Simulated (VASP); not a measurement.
Consider the following.

```yaml
crystal:
  lattice:
    - [4.18146, 0.00000, 0.00000]
    - [-2.09073, 3.62125, 0.00000]
    - [0.00000, 0.00000, 5.52609]
  atoms:
    - { symbol: Pb, position: [0.33333, 0.66667, 0.97517] }
    - { symbol: Pb, position: [0.66667, 0.33333, 0.47517] }
    - { symbol: O, position: [0.33333, 0.66667, 0.39983] }
    - { symbol: O, position: [0.66667, 0.33333, 0.89983] }
```

Method: PBEsol GGA, VASP's PBE PAW potentials (set 64) (plane waves; VASP). Run with 520 eV cut-off, Gaussian smearing of 0.050 eV, potentials Pb_d O.

Unless said otherwise, spin-orbit coupling is left out, though it shifts the bands of the heavy elements here.

Predict the band gap (along the path) with the smallest direct gap where there is one.

| Property | Result |
|---|---|
| band gap (along the path) | 1.63 eV |
| smallest direct gap (along the path) | 1.85 eV |

The absolute energy has meaning only against runs of the same code, potentials and settings.

The structure was generated: PbO was put into the wurtzite type (P6_3mc), which need not be its known phase. It was relaxed first, which changed the volume by +43 %.
